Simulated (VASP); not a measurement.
A VASP calculation is set up with these files.

POSCAR:
```
TiO2
1.0
  4.5947055636   0.0000000000   0.0000000000
  0.0000000000   4.5947055636   0.0000000000
  0.0000000000   0.0000000000   2.9437176444
Ti O
2 4
Cartesian
  0.0000000000   0.0000000000   0.0000000000
  2.2973527818   2.2973527818   1.4718588222
  1.3980491415   1.3980491415   0.0000000000
  3.6954019233   0.8993036403   1.4718588222
  0.8993036403   3.6954019233   1.4718588222
  3.1966564221   3.1966564221   0.0000000000
```

**KPOINTS**
```
kpoints
0
Gamma
5 5 8
```

### INCAR
```
SYSTEM = TiO2
PREC = Accurate; ENCUT = 620; LREAL = .FALSE.
LASPH = .TRUE.
EDIFF = 1E-6; NELM = 100; ALGO = Normal
LMAXMIX = 4
ISMEAR = 0; SIGMA = 0.05
GGA = PS
IBRION = 2; NSW = 40; ISIF = 3
EDIFFG = -0.02
LWAVE = .FALSE.; LCHARG = .FALSE.
```

POTCAR, in this order: Ti_sv O (PBE.64 set). Program: vasp_std.

**Question.** Write an equivalent input for Quantum ESPRESSO's pw.x.

**Answer.** One equivalent input (not run):
```
&CONTROL
  calculation = 'vc-relax'
  pseudo_dir = './pseudo'
  outdir = './out'
  tprnfor = .true.
  tstress = .true.
  nstep = 40
  forc_conv_thr = 0.00078
/
&SYSTEM
  ibrav = 0
  nat = 6
  ntyp = 2
  ecutwfc = 84
  occupations = 'smearing'
  smearing = 'gaussian'
  degauss = 0.003675
  input_dft = 'pbesol'
/
&ELECTRONS
  conv_thr = 7.3e-08
  electron_maxstep = 100
/
&IONS
/
&CELL
/
ATOMIC_SPECIES
  Ti 47.867 Ti.upf
  O 15.999 O.upf
CELL_PARAMETERS angstrom
     4.5947056    0.0000000    0.0000000
     0.0000000    4.5947056    0.0000000
     0.0000000    0.0000000    2.9437176
ATOMIC_POSITIONS crystal
  Ti   0.0000000  0.0000000  0.0000000
  Ti   0.5000000  0.5000000  0.5000000
  O    0.3042739  0.3042739  0.0000000
  O    0.8042739  0.1957261  0.5000000
  O    0.1957261  0.8042739  0.5000000
  O    0.6957261  0.6957261  0.0000000
K_POINTS automatic
  5 5 8 0 0 0
```
Limits of the translation: the potentials are each code's own (VASP's PAW set, PseudoDojo norm-conserving files in pw.x), so ENCUT and ecutwfc are chosen apart and not converted; conv_thr bounds pw.x's estimated SCF error, while EDIFF bounds the energy change between steps; forc_conv_thr acts on force components and is met together with etot_conv_thr.

The compound is TiO2 in the rutile structure. This run relaxes it. Symmetry was kept, so distortions that lower it aren't found.
